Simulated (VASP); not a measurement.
VASP ran on this input.

### POSCAR
```
LiH
1
    0.0000000000     2.0133977169     2.0133977169
    2.0133977169     0.0000000000     2.0133977169
    2.0133977169     2.0133977169    -0.0000000000
Li H
1 1
Direct
  0.0000000000   0.0000000000   0.0000000000
  0.5000000000   0.5000000000   0.5000000000
```

**INCAR**
```
SYSTEM = LiH
PREC = Accurate
ENCUT = 520
EDIFF = 1E-6
NELM = 100
ALGO = Normal
LREAL = .FALSE.
LASPH = .TRUE.
ISMEAR = 0
SIGMA = 0.05
GGA = ML
ZAB_VDW = -1.8867
LUSE_VDW = .TRUE.
AGGAC = 0.0
LWAVE = .FALSE.
LCHARG = .FALSE.
IBRION = 2
ISIF = 3
NSW = 60
EDIFFG = -0.01
```

**KPOINTS**
```
Automatic mesh
0
Gamma
10 10 10
0 0 0
```

POTCAR, in this order: Li_sv H (PBE.64 set). Program: vasp_std.

Question: Write an equivalent input for Quantum ESPRESSO's pw.x.

Answer: One equivalent input (not run):
```
&CONTROL
  calculation = 'vc-relax'
  pseudo_dir = './pseudo'
  outdir = './out'
  tprnfor = .true.
  tstress = .true.
  nstep = 60
  forc_conv_thr = 0.00039
/
&SYSTEM
  ibrav = 0
  nat = 2
  ntyp = 2
  ecutwfc = 74
  occupations = 'smearing'
  smearing = 'gaussian'
  degauss = 0.003675
  input_dft = 'vdw-df2'
/
&ELECTRONS
  conv_thr = 7.3e-08
  electron_maxstep = 100
/
&IONS
/
&CELL
/
ATOMIC_SPECIES
  Li 6.940 Li.upf
  H 1.008 H.upf
CELL_PARAMETERS angstrom
     0.0000000    2.0133977    2.0133977
     2.0133977    0.0000000    2.0133977
     2.0133977    2.0133977   -0.0000000
ATOMIC_POSITIONS crystal
  Li   0.0000000  0.0000000  0.0000000
  H    0.5000000  0.5000000  0.5000000
K_POINTS automatic
  10 10 10 0 0 0
```
What does not carry over: the potentials are each code's own (VASP's PAW set, PseudoDojo norm-conserving files in pw.x), so ENCUT and ecutwfc are chosen apart and not converted; conv_thr bounds pw.x's estimated SCF error, while EDIFF bounds the energy change between steps; forc_conv_thr acts on force components and is met together with etot_conv_thr.

The compound is LiH in the rock salt structure. It was relaxed first. The start is the result of an earlier pass.
